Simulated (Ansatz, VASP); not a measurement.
## K3SI: VASP beside Ansatz

Wanted: the spread between two codes on one cell, functional and k mesh. The cell is generated by rule, not measured, and may not be a known phase. The cell is taken from a series of runs on this material, whose earlier steps may have relaxed, scaled, displaced or heated it; both programs get it as it stands.

Method: plane waves, with VASP 6.6.1 beside it; dielectric response at PBE, in Ansatz 0.2.0.

The structure was built from a prototype and need not be the compound's stable phase.

## Step 1: Set-up

The structure is cubic, space group Pm-3m (No. 221). Conventional cell: a = 6.034 Å, b = 6.034 Å, c = 6.034 Å, α = 90.00°, β = 90.00°, γ = 90.00°. I has 12 K at 4.27 Å nearest. S has 6 K at 3.02 Å nearest. K has 2 S at 3.02 Å and 8 K at 4.27 Å and 4 I at 4.27 Å nearest. It derives from I1K3S1. Farther neighbours and most contacts between anions are not listed.

Structure file:

```cif
data_structure
_symmetry_space_group_name_H-M 'P 1'
_symmetry_Int_Tables_number 1
_cell_length_a 6.0336
_cell_length_b 6.0336
_cell_length_c 6.0336
_cell_angle_alpha 90.000
_cell_angle_beta 90.000
_cell_angle_gamma 90.000
_cell_volume 219.64
loop_
_atom_site_label
_atom_site_type_symbol
_atom_site_fract_x
_atom_site_fract_y
_atom_site_fract_z
_atom_site_occupancy
I1 I 0.00000 0.00000 0.00000 1
S2 S 0.50000 0.50000 0.50000 1
K3 K 0.50000 0.50000 0.00000 1
K4 K 0.50000 0.00000 0.50000 1
K5 K 0.00000 0.50000 0.50000 1
```

## Step 2: VASP: dielectric response, PBE

The response to a field tests empty states and converges slowly with the mesh.

Lines of VASP's logs that name or quote its potential files are left out, and so is its time.

Contents of INCAR:

```
SYSTEM = K3SI
PREC = Accurate
ENCUT = 400
EDIFF = 1E-08
NELM = 120
ISMEAR = 0
SIGMA = 0.01
LREAL = .FALSE.
ALGO = Normal
GGA = PE
NBANDS = 26
LORBIT = 11
LWAVE = .FALSE.
LCHARG = .FALSE.
ISIF = 2
LEPSILON = .TRUE.
LASPH = .TRUE.
GGA_COMPAT = .FALSE.
EFERMI = MIDGAP
KPAR = 2
```

Contents of POSCAR:

```
K3SI
1.0
    6.0335581096      0.0000000000      0.0000000000
    0.0000000000      6.0335581096      0.0000000000
    0.0000000000      0.0000000000      6.0335581096
I S K
1 1 3
Direct
    0.0000000000      0.0000000000      0.0000000000
    0.5000000000      0.5000000000      0.5000000000
    0.5000000000      0.5000000000      0.0000000000
    0.5000000000      0.0000000000      0.5000000000
    0.0000000000      0.5000000000      0.5000000000
```

Contents of KPOINTS:

```
Automatic mesh
0
Gamma
4 4 4
0 0 0
```

Potentials, in the order of the species: I, S and K_sv (PBE family, release 64).

Run with:

```bash
mpirun -np 2 vasp_std
```

Numbers of over 12 decimals in the logs are rounded to 6 here.

Log:

```text
[banner, memory and clock lines left out]
running    2 mpi-ranks, on    1 nodes
 distrk:  each k-point on    1 cores,    2 groups
 distr:  one band on    1 cores,    1 groups

 POSCAR found type information on POSCAR I S K
 POSCAR found :  3 types and       5 ions
 LDA part: xc-table for (Slater+PW92), standard interpolation
 POSCAR, INCAR and KPOINTS ok, starting setup
 FFT: planning ... GRIDC
 FFT: planning ... GRID_SOFT
 FFT: planning ... GRID
 WAVECAR not read
 entering main loop
       N       E                     dE             d eps       ncg     rms          rms(c)
DAV:   1     0.245429101514E+03    0.24543E+03   -0.15236E+04   528   0.105E+03
DAV:   2     0.356598996498E+01   -0.24186E+03   -0.23614E+03   640   0.298E+02
DAV:   3    -0.162722089953E+02   -0.19838E+02   -0.19805E+02   760   0.712E+01
DAV:   4    -0.169369830160E+02   -0.66477E+00   -0.66334E+00   772   0.133E+01
DAV:   5    -0.169681559532E+02   -0.31173E-01   -0.31170E-01   770   0.220E+00    0.668E+00
DAV:   6    -0.149185651372E+02    0.20496E+01   -0.39341E+00   538   0.697E+00    0.558E+00
DAV:   7    -0.146560259471E+02    0.26254E+00   -0.22067E+00   628   0.486E+00    0.470E+00
DAV:   8    -0.146631697945E+02   -0.71438E-02   -0.31375E-01   610   0.214E+00    0.130E+00
DAV:   9    -0.146585665092E+02    0.46033E-02   -0.53425E-02   578   0.107E+00    0.556E-01
DAV:  10    -0.146618558755E+02   -0.32894E-02   -0.86494E-03   682   0.341E-01    0.483E-01
DAV:  11    -0.146656394380E+02   -0.37836E-02   -0.59696E-03   522   0.371E-01    0.102E-01
DAV:  12    -0.146652666771E+02    0.37276E-03   -0.32563E-03   610   0.156E-01    0.410E-02
DAV:  13    -0.146653399213E+02   -0.73244E-04   -0.20012E-04   608   0.512E-02    0.336E-02
DAV:  14    -0.146653727331E+02   -0.32812E-04   -0.73225E-05   550   0.351E-02    0.148E-02
DAV:  15    -0.146653737323E+02   -0.99919E-06   -0.29352E-06   850   0.693E-03    0.865E-03
DAV:  16    -0.146653740501E+02   -0.31779E-06   -0.43659E-07   586   0.261E-03    0.110E-03
DAV:  17    -0.146653742107E+02   -0.16066E-06   -0.33056E-07   592   0.155E-03    0.242E-03
DAV:  18    -0.146653741610E+02    0.49705E-07   -0.22322E-07   486   0.126E-03    0.733E-04
DAV:  19    -0.146653741517E+02    0.93150E-08   -0.13955E-08   508   0.443E-04
   1 F= -.14665374E+02 E0= -.14665374E+02  d E =0.000000E+00
 Linear response reoptimize wavefunctions to high precision
DAV:   1    -0.146653741436E+02    0.81614E-08   -0.49564E-10   358   0.113E-04
DAV:   2    -0.146653741436E+02   -0.39108E-10   -0.74144E-11   272   0.448E-05
 Linear response G [H, r] |phi>, progress :
  Direction:   1
       N       E                     dE             d eps       ncg     rms
RMM:   1    -0.127109091218E+03   -0.12711E+03    0.11113E+03  1003   0.137E+02
RMM:   2    -0.128023578930E+03   -0.91449E+00   -0.26592E+01   973   0.280E+01
RMM:   3    -0.128856190888E+03   -0.83261E+00   -0.49280E+00  1143   0.803E+00
RMM:   4    -0.128974291368E+03   -0.11810E+00   -0.81116E-01  1146   0.221E+00
RMM:   5    -0.128992977153E+03   -0.18686E-01   -0.18341E-01  1194   0.959E-01
RMM:   6    -0.128996367021E+03   -0.33899E-02   -0.51553E-02  1220   0.454E-01
RMM:   7    -0.128996351769E+03    0.15253E-04    0.13328E-02  1212   0.233E-01
RMM:   8    -0.128997574684E+03   -0.12229E-02    0.49098E-02  1222   0.128E-01
RMM:   9    -0.128997500984E+03    0.73700E-04    0.11222E-02  1219   0.669E-02
RMM:  10    -0.128997590611E+03   -0.89627E-04    0.11854E-02  1202   0.392E-02
RMM:  11    -0.128997575147E+03    0.15463E-04    0.19658E-03  1162   0.231E-02
RMM:  12    -0.128997598091E+03   -0.22944E-04    0.32833E-03  1130   0.137E-02
RMM:  13    -0.128997591892E+03    0.61997E-05   -0.29315E-04  1085   0.895E-03
RMM:  14    -0.128997599011E+03   -0.71197E-05    0.82104E-04  1042   0.648E-03
RMM:  15    -0.128997595956E+03    0.30556E-05    0.15762E-04   993   0.510E-03
RMM:  16    -0.128997595894E+03    0.61846E-07    0.22943E-04   947   0.429E-03
RMM:  17    -0.128997596879E+03   -0.98527E-06    0.15926E-05   899   0.374E-03
RMM:  18    -0.128997596745E+03    0.13469E-06    0.22377E-04   869   0.343E-03
RMM:  19    -0.128997598116E+03   -0.13719E-05    0.87461E-05   844   0.323E-03
RMM:  20    -0.128997597546E+03    0.57086E-06    0.16479E-04   806   0.310E-03
RMM:  21    -0.128997598756E+03   -0.12102E-05    0.52986E-05   803   0.302E-03
RMM:  22    -0.128997600083E+03   -0.13268E-05    0.17839E-04   782   0.297E-03
 Linear response G [H, r] |phi>, progress :
  Direction:   2
       N       E                     dE             d eps       ncg     rms
RMM:   1    -0.135036147232E+03   -0.13504E+03    0.10452E+03  1024   0.139E+02
RMM:   2    -0.135194125342E+03   -0.15798E+00   -0.31037E+01   977   0.288E+01
RMM:   3    -0.136270760302E+03   -0.10766E+01   -0.61757E+00  1157   0.839E+00
RMM:   4    -0.136411863603E+03   -0.14110E+00   -0.11949E+00  1143   0.248E+00
RMM:   5    -0.136443915652E+03   -0.32052E-01   -0.27874E-01  1200   0.112E+00
[...]
RMM:  19    -0.106438465882E+01    0.12152E-09    0.80336E-09   472   0.608E-05
 change of polarisation eV/A/(eV/A) component  1 :     2.129    -0.149    -0.017
 dielectric tensor                  component  1 :     2.754    -0.122    -0.014
 Linear response to external field (no local field effect), progress :
  Direction:   2
[...]
RMM:  14    -0.168467404204E+01   -0.16545E-08   -0.27466E-06   639   0.116E-04
RMM:  15    -0.168467404205E+01   -0.15916E-10    0.83583E-08   594   0.874E-05
 change of polarisation eV/A/(eV/A) component  3 :    -0.017     0.030     3.369
 dielectric tensor                  component  3 :    -0.014     0.025     3.776
 Linear response to external field, progress :
  Direction:   1
       N       E                     dE             d eps       ncg     rms          rms(c)
RMM:   1    -0.126831271973E+01   -0.12683E+01   -0.35933E+00  1924   0.471E+00
RMM:   2    -0.135247280793E+01   -0.84160E-01   -0.18937E-01  1967   0.122E+00    0.255E+00
RMM:   3    -0.120678920641E+01    0.14568E+00   -0.31776E-01  1560   0.214E+00    0.117E+00
RMM:   4    -0.125412629440E+01   -0.47337E-01   -0.23193E-01  1696   0.172E+00    0.391E-01
RMM:   5    -0.132764491836E+01   -0.73519E-01   -0.32142E-02  1884   0.685E-01    0.113E-01
RMM:   6    -0.133460036726E+01   -0.69554E-02   -0.10726E-02  2041   0.270E-01    0.704E-02
RMM:   7    -0.134474796488E+01   -0.10148E-01   -0.36398E-03  1973   0.138E-01    0.383E-02
RMM:   8    -0.134683449008E+01   -0.20865E-02   -0.20511E-03  2034   0.723E-02    0.182E-02
RMM:   9    -0.134719848373E+01   -0.36399E-03   -0.63451E-04  2181   0.319E-02    0.113E-02
RMM:  10    -0.134745559496E+01   -0.25711E-03   -0.21691E-04  2175   0.158E-02    0.102E-02
RMM:  11    -0.134744031174E+01    0.15283E-04   -0.13212E-04  2147   0.766E-03    0.434E-03
RMM:  12    -0.134748332212E+01   -0.43010E-04   -0.39285E-05  2140   0.448E-03    0.272E-04
RMM:  13    -0.134749144077E+01   -0.81186E-05   -0.24337E-05  2213   0.195E-03    0.277E-04
RMM:  14    -0.134749290361E+01   -0.14628E-05   -0.67264E-06  2074   0.103E-03    0.179E-04
RMM:  15    -0.134748528381E+01    0.76198E-05   -0.61638E-06  2023   0.553E-04    0.111E-04
RMM:  16    -0.134748393070E+01    0.13531E-05   -0.13065E-06  1893   0.293E-04    0.594E-05
RMM:  17    -0.134748342124E+01    0.50946E-06   -0.17215E-06  1470   0.162E-04    0.320E-05
RMM:  18    -0.134748253283E+01    0.88841E-06   -0.30215E-07  1207   0.105E-04    0.125E-05
RMM:  19    -0.134748239591E+01    0.13692E-06   -0.39903E-07  1029   0.779E-05    0.596E-06
 change of polarisation eV/A/(eV/A) component  1 :     2.344    -0.105     0.013
 dielectric tensor                  component  1 :     2.931    -0.087     0.010
 Linear response to external field, progress :
  Direction:   2
       N       E                     dE             d eps       ncg     rms          rms(c)
RMM:   1    -0.126795711620E+01   -0.12680E+01   -0.35898E+00  1921   0.471E+00
RMM:   2    -0.135247653813E+01   -0.84519E-01   -0.18930E-01  1967   0.122E+00    0.255E+00
RMM:   3    -0.120678710502E+01    0.14569E+00   -0.31793E-01  1562   0.214E+00    0.117E+00
RMM:   4    -0.125408903870E+01   -0.47302E-01   -0.23160E-01  1698   0.172E+00    0.391E-01
RMM:   5    -0.132764075656E+01   -0.73552E-01   -0.31877E-02  1882   0.686E-01    0.112E-01
RMM:   6    -0.133461714239E+01   -0.69764E-02   -0.10904E-02  2039   0.273E-01    0.707E-02
RMM:   7    -0.134471492218E+01   -0.10098E-01   -0.36526E-03  1975   0.138E-01    0.386E-02
RMM:   8    -0.134684596256E+01   -0.21310E-02   -0.18303E-03  2022   0.732E-02    0.183E-02
RMM:   9    -0.134718298493E+01   -0.33702E-03   -0.59736E-04  2174   0.324E-02    0.113E-02
RMM:  10    -0.134744636602E+01   -0.26338E-03   -0.20567E-04  2176   0.160E-02    0.102E-02
RMM:  11    -0.134744205670E+01    0.43093E-05   -0.15487E-04  2160   0.759E-03    0.466E-03
RMM:  12    -0.134748150996E+01   -0.39453E-04   -0.27295E-05  2117   0.455E-03    0.318E-04
RMM:  13    -0.134749057097E+01   -0.90610E-05   -0.38386E-05  2228   0.198E-03    0.303E-04
RMM:  14    -0.134749288831E+01   -0.23173E-05   -0.73112E-07  2074   0.104E-03    0.182E-04
RMM:  15    -0.134748543097E+01    0.74573E-05   -0.12715E-05  2016   0.561E-04    0.110E-04
RMM:  16    -0.134748405072E+01    0.13802E-05    0.16906E-06  1871   0.295E-04    0.823E-05
RMM:  17    -0.134748360520E+01    0.44552E-06   -0.42793E-06  1498   0.164E-04    0.365E-05
RMM:  18    -0.134748255040E+01    0.10548E-05    0.81363E-07  1269   0.107E-04    0.147E-05
RMM:  19    -0.134748244817E+01    0.10223E-06   -0.13514E-06  1025   0.770E-05    0.704E-06
 change of polarisation eV/A/(eV/A) component  2 :    -0.105     2.344     0.013
 dielectric tensor                  component  2 :    -0.087     2.931     0.010
 Linear response to external field, progress :
  Direction:   3
       N       E                     dE             d eps       ncg     rms          rms(c)
RMM:   1    -0.126794010555E+01   -0.12679E+01   -0.35896E+00  1915   0.470E+00
RMM:   2    -0.135244432947E+01   -0.84504E-01   -0.18907E-01  1961   0.122E+00    0.255E+00
RMM:   3    -0.120678081686E+01    0.14566E+00   -0.31787E-01  1561   0.213E+00    0.118E+00
RMM:   4    -0.125411436368E+01   -0.47334E-01   -0.23133E-01  1696   0.172E+00    0.391E-01
RMM:   5    -0.132774617701E+01   -0.73632E-01   -0.32198E-02  1878   0.684E-01    0.113E-01
RMM:   6    -0.133458898340E+01   -0.68428E-02   -0.10491E-02  2036   0.269E-01    0.698E-02
RMM:   7    -0.134482288165E+01   -0.10234E-01   -0.42669E-03  1976   0.139E-01    0.376E-02
RMM:   8    -0.134683675782E+01   -0.20139E-02   -0.13805E-03  2040   0.723E-02    0.188E-02
RMM:   9    -0.134722166131E+01   -0.38490E-03   -0.48110E-04  2181   0.316E-02    0.114E-02
RMM:  10    -0.134745948612E+01   -0.23782E-03   -0.17875E-04  2182   0.158E-02    0.106E-02
RMM:  11    -0.134744803400E+01    0.11452E-04   -0.73456E-05  2135   0.780E-03    0.438E-03
RMM:  12    -0.134748285386E+01   -0.34820E-04   -0.87410E-06  2141   0.451E-03    0.253E-04
RMM:  13    -0.134749023416E+01   -0.73803E-05   -0.11611E-05  2221   0.201E-03    0.311E-04
RMM:  14    -0.134749282990E+01   -0.25957E-05    0.12232E-07  2076   0.105E-03    0.177E-04
RMM:  15    -0.134748552209E+01    0.73078E-05   -0.16876E-06  2022   0.566E-04    0.116E-04
RMM:  16    -0.134748395014E+01    0.15719E-05    0.20542E-07  1857   0.294E-04    0.971E-05
RMM:  17    -0.134748349400E+01    0.45613E-06   -0.32795E-07  1494   0.169E-04    0.360E-05
RMM:  18    -0.134748257157E+01    0.92244E-06    0.11859E-07  1253   0.106E-04    0.154E-05
RMM:  19    -0.134748243637E+01    0.13520E-06    0.88899E-09  1033   0.772E-05    0.684E-06
 change of polarisation eV/A/(eV/A) component  3 :    -0.018    -0.075     2.344
 dielectric tensor                  component  3 :    -0.015    -0.061     2.931
 Born effective charges drift removed
```

From OUTCAR (step 2):

```text
ion  position               nearest neighbor table
   1  0.000  0.000  0.000-
   2  0.500  0.500  0.500-   3 3.02   4 3.02   5 3.02   3 3.02   4 3.02   5 3.02
   3  0.500  0.500  0.000-   2 3.02   2 3.02
   4  0.500  0.000  0.500-   2 3.02   2 3.02
   5  0.000  0.500  0.500-   2 3.02   2 3.02

  LATTYP: Found a simple cubic cell.
 ALAT       =     6.0335581096

 Subroutine GETGRP returns: Found 48 space group operations
 (whereof 48 operations were pure point group operations)

The static configuration has the point symmetry O_h .

 Found     10 irreducible k-points:

   k-points           NKPTS =     10   k-points in BZ     NKDIM =     10   number of bands    NBANDS=     26

   dimension x,y,z NGX =    40 NGY =   40 NGZ =   40
   dimension x,y,z NGXF=    80 NGYF=   80 NGZF=   80

   ENCUT  =  400.0 eV  29.40 Ry    5.42 a.u.   9.84  9.84  9.84*2*pi/ulx,y,z

   NELECT =      40.0000    total number of electrons

 k-points in reciprocal lattice and weights: Automatic mesh
   0.00000000  0.00000000  0.00000000       0.016
   0.25000000  0.00000000  0.00000000       0.094
   0.50000000  0.00000000  0.00000000       0.047
   0.25000000  0.25000000  0.00000000       0.188
   0.50000000  0.25000000  0.00000000       0.188
   0.50000000  0.50000000  0.00000000       0.047
   0.25000000  0.25000000  0.25000000       0.125
   0.50000000  0.25000000  0.25000000       0.188
   0.50000000  0.50000000  0.25000000       0.094
   0.50000000  0.50000000  0.50000000       0.016

 average (electrostatic) potential at core
       1 -95.2655       2 -88.8001       3 -37.0588       4 -37.0588       5 -37.0588

  Total        0.0488576      0.0488576      0.0488576      0.0000000      0.0000000      0.0000000
  in kB        0.3563872      0.3563872      0.3563872      0.0000000      0.0000000      0.0000000
  external PRESSURE =       0.3563872 kB  Pullay stress =       0.0000000 kB

  energy-cutoff  :      400.00
  volume of cell :      219.64
      direct lattice vectors                 reciprocal lattice vectors
     6.033558110  0.000000000  0.000000000     0.165739682  0.000000000  0.000000000
     0.000000000  6.033558110  0.000000000     0.000000000  0.165739682  0.000000000
     0.000000000  0.000000000  6.033558110     0.000000000  0.000000000  0.165739682

 POSITION                                       TOTAL-FORCE (eV/Angst)
 -----------------------------------------------------------------------------------
      0.00000      0.00000      0.00000         0.000000      0.000000      0.000000
      3.01678      3.01678      3.01678         0.000000      0.000000      0.000000
      3.01678      3.01678      0.00000         0.000000      0.000000      0.000000
      3.01678      0.00000      3.01678         0.000000      0.000000      0.000000
      0.00000      3.01678      3.01678         0.000000      0.000000      0.000000
 -----------------------------------------------------------------------------------
    total drift:                                0.000000      0.000000     -0.000000

 MACROSCOPIC STATIC DIELECTRIC TENSOR (including local field effects in DFT)
 ------------------------------------------------------
           2.930916     0.000000     0.000000
          -0.000000     2.930916     0.000000
          -0.000000     0.000000     2.930916
 ------------------------------------------------------

 PIEZOELECTRIC TENSOR (including local field effects)  for field in x, y, z        (C/m^2)
          XX          YY          ZZ          XY          YZ          ZX
  --------------------------------------------------------------------------------
  x     0.00000     0.00000     0.00000     0.00000     0.00000     0.00000
  y     0.00000     0.00000     0.00000     0.00000     0.00000     0.00000
  z     0.00000     0.00000     0.00000     0.00000     0.00000     0.00000

 BORN EFFECTIVE CHARGES (including local field effects) (in |e|, cummulative output)
 ---------------------------------------------------------------------------------
 ion    1
    1    -1.31353    -0.00000     0.00000
    2    -0.00000    -1.31353     0.00000
    3     0.00000     0.00000    -1.31353
 ion    2
    1    -2.05559     0.00000    -0.00000
    2     0.00000    -2.05559    -0.00000
    3    -0.00000    -0.00000    -2.05559
 ion    3
    1     1.05081     0.00000     0.00000
    2     0.00000     1.05081     0.00000
    3     0.00000     0.00000     1.26749
 ion    4
    1     1.05081     0.00000     0.00000
    2     0.00000     1.26749     0.00000
    3    -0.00000     0.00000     1.05081
 ion    5
    1     1.26749     0.00000    -0.00000
    2    -0.00000     1.05081    -0.00000
    3    -0.00000     0.00000     1.05081
```

[end of part 1 of 2]

[Lines on the potential files, build, host, timing and source positions are cut from VASP's logs without a mark.]

[Logs are printed without paths, hosts, clocks, repeated set-up lines and the standing remarks that a program may print on its own settings, such as how far it seeks lower states.]

[Hosts, paths, dates, database ids (printed as entryN), source tags and the programs' standing remarks are cut or masked in the printed files.]
